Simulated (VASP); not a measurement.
Given:

```
AlP
1.0
    0.00000     2.73000     2.73000
    2.73000     0.00000     2.73000
    2.73000     2.73000     0.00000
Al P
1 1
Direct
  0.00000   0.00000   0.00000
  0.25000   0.25000   0.25000
```

All values below come from PBE GGA, VASP's PBE PAW potentials (set 64) (plane waves; VASP). Settings: 400 eV cut-off, 2×2×2 Monkhorst-Pack mesh, Gaussian smearing of 0.050 eV, potentials Al P.

Estimate the energy per atom (σ→0), pressure.

- energy per atom (σ→0) = -5.140 eV/atom
- pressure = 26.0 kbar

The absolute energy has meaning only against runs of the same code, potentials and settings.

The compound is AlP in the zinc blende structure. The cell was not relaxed at this level. The k-mesh is coarse (spacing up to 1.00 per Å, 2π included), so the numbers may not be converged in it. The run is one of a series of settings (KPOINTS 2×2×2 Monkhorst-Pack mesh against the base run), some of them coarse on purpose.
